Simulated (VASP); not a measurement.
Given:

```xyz
2
Lattice="3.0579 0.0000 0.0000 0.0000 3.0579 0.0000 0.0000 0.0000 3.0579" Properties=species:S:1:pos:R:3 pbc="T T T"
W      0.0000     0.0000     0.0000
Si     1.5289     1.5289     1.5289
```

All values below come from PBE GGA, VASP's PBE PAW potentials (set 64) (plane waves; VASP). Numerical set-up: 400 eV cut-off, 13×13×13 Γ-centred mesh, tetrahedra with Blöchl corrections, potentials W_sv Si.

Unless said otherwise, spin-orbit coupling is left out, though it shifts the bands of the heavy elements here.

Question: Tabulate the total density of states (states/eV per cell) against energy (eV; zero at the valence-band maximum or, without a gap, the Fermi level).

Answer: 
(E (eV), DOS (states/eV)): (-9.98, 0.35); (-9.38, 0.51); (-8.90, 1.06); (-8.30, 0.52); (-7.70, 0.21); (-7.22, 0.24); (-6.62, 0.29); (-6.02, 0.47); (-5.54, 1.15); (-4.94, 1.05); (-4.34, 0.81); (-3.86, 1.00); (-3.26, 1.09); (-2.66, 0.56); (-2.18, 0.58); (-1.58, 2.57); (-0.98, 2.05); (-0.50, 1.19); (0.10, 2.65); (0.70, 0.95); (1.18, 0.74); (1.78, 0.68); (2.38, 0.55); (2.86, 0.64); (3.46, 1.24)
Within 2 eV below the Fermi level the largest weight inside VASP's projection spheres is W d.

The structure was generated: WSi was put into the CsCl type type (Pm-3m), which need not be its known phase. It was relaxed first, which changed the volume by -36 %.
